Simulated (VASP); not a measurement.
Data:

```
SnO
1.0
    3.72545     0.00000     0.00000
    0.00000     3.72545     0.00000
    0.00000     0.00000     4.73912
Sn O
2 2
Direct
  0.50000   0.00000   0.76121
  0.00000   0.50000   0.23879
  0.50000   0.50000   0.00000
  0.00000   0.00000   0.00000
```

Calculation: SCAN meta-GGA, VASP's PBE PAW potentials (set 64) (plane waves; VASP 6.6.1). Settings: 520 eV cut-off, 6×6×5 Γ-centred mesh, Gaussian smearing of 0.050 eV, potentials Sn_d O.

The ions and cell shape at fixed volume are relaxed. Which structure does the run end with?

```
SnO
1.0
    3.76859     0.00000     0.00000
    0.00000     3.76859     0.00000
    0.00000     0.00000     4.63123
Sn O
2 2
Cartesian
  1.88429   0.00000   3.47377
  0.00000   1.88429   1.15746
  1.88429   1.88429   0.00000
  0.00000   0.00000   0.00000
```
Space group P4/nmm (129), at a tolerance of 0.03 Å.

How much energy does the relaxation gain?

The energy (σ→0) changes by -15.2 meV/atom, in 8 ionic steps.

```json
[
 {"step": "1", "E(σ→0) (eV)": "-89.4700", "max force (eV/Å)": "0.974", "pressure (GPa)": "6.98", "volume (Å³)": "65.77"},
 {"step": "2", "E(σ→0) (eV)": "-89.5216", "max force (eV/Å)": "0.041", "pressure (GPa)": "3.19", "volume (Å³)": "65.77"},
 {"step": "3", "E(σ→0) (eV)": "-89.5216", "max force (eV/Å)": "0.058", "pressure (GPa)": "3.14", "volume (Å³)": "65.77"},
 {"step": "4", "E(σ→0) (eV)": "-89.5287", "max force (eV/Å)": "0.001", "pressure (GPa)": "2.82", "volume (Å³)": "65.77"},
 {"step": "5", "E(σ→0) (eV)": "-89.5308", "max force (eV/Å)": "0.024", "pressure (GPa)": "2.56", "volume (Å³)": "65.77"},
 {"step": "6", "E(σ→0) (eV)": "-89.5310", "max force (eV/Å)": "0.033", "pressure (GPa)": "2.49", "volume (Å³)": "65.77"},
 {"step": "7", "E(σ→0) (eV)": "-89.5310", "max force (eV/Å)": "0.015", "pressure (GPa)": "2.33", "volume (Å³)": "65.77"},
 {"step": "8", "E(σ→0) (eV)": "-89.5310", "max force (eV/Å)": "0.000", "pressure (GPa)": "2.38", "volume (Å³)": "65.77"}
]
```

The compound is SnO in the litharge structure. This cell is one point of a volume scan, at 0.94 of the reference volume. Symmetry was kept, so distortions that lower it aren't found.
